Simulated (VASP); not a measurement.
Input for VASP

**POSCAR**
```
TiCo
1.0
  2.9417193434   0.0000000000   0.0000000000
  0.0000000000   2.9417193434   0.0000000000
  0.0000000000   0.0000000000   2.9417193434
Ti Co
1 1
Cart
  0.0000000000   0.0000000000   0.0000000000
  1.4708596717   1.4708596717   1.4708596717
```

**KPOINTS**
```
Automatic mesh
0
Gamma
12 12 12
0 0 0
```

### INCAR
```
SYSTEM = TiCo
PREC = Accurate; ENCUT = 480; LREAL = .FALSE.
LASPH = .TRUE.
EDIFF = 1E-7; NELM = 100; ALGO = Normal
LMAXMIX = 4; LMIXTAU = .TRUE.
ISMEAR = 1; SIGMA = 0.1
METAGGA = R2SCAN
IBRION = 2; NSW = 40; ISIF = 3
EDIFFG = -0.01; PSTRESS = 20
LWAVE = .FALSE.; LCHARG = .FALSE.
```

POTCAR, in this order: Ti_sv Co (PBE.64 set). Program: vasp_std.

Task: Write an equivalent input for Ansatz.

Result: One equivalent input (not run):
Ansatz 0.2 input:
```yaml
crystal:
  lattice:
    - [2.9417193, 0.0000000, 0.0000000]
    - [0.0000000, 2.9417193, 0.0000000]
    - [0.0000000, 0.0000000, 2.9417193]
  atoms:
    - { symbol: Ti, position: [0.0000000, 0.0000000, 0.0000000] }
    - { symbol: Co, position: [0.5000000, 0.5000000, 0.5000000] }
kpoints:
  mp_grid: { grid: [12, 12, 12] }
hamiltonian:
  xc: r2scan
  pseudopotentials: { kind: paw }
scf:
  occupations: { method: methfessel_paxton, width: 0.1 }
  max_iter: 100
relax:
  max_steps: 40
  f_tol: 0.01
  cell: { p_target: 2 }
output: { forces: true, stress: true, eigenvalues: true }
```
The two are equivalent in intent, not identical: each code has its own PAW files, so the cut-off isn't converted (ENCUT is set for VASP's; basis.ecutwfc is left out, and Ansatz then takes the one that its files recommend); Ansatz stops its SCF on the density residual and VASP on the energy change (EDIFF).

The compound is TiCo in the CsCl type structure. It was relaxed first under an external pressure of 2 GPa.
